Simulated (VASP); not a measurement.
Take ZnS (wurtzite), without spin-orbit terms, in VASP with PAW potentials, and its band gap.

Task: One run gives 2.22 eV. Which level is it?
A) r2SCAN (own cell)
B) LDA (own cell)
C) SCAN (own cell)
D) r2SCAN+rVV10 (own cell)

Result: B, LDA (own cell).  The others give 2.79 (r2SCAN (own cell)), 2.79 (r2SCAN+rVV10 (own cell)), 2.76 (SCAN (own cell)).

Only levels that ran to the end are used. Left out are those held back, those with too coarse a band path, GW runs whose mesh misses a band edge, hybrids' fits of cells that aren't cubic and levels without matching references; a question may draw on a part of the rest.

The compound is ZnS in the wurtzite structure, the high-temperature form.
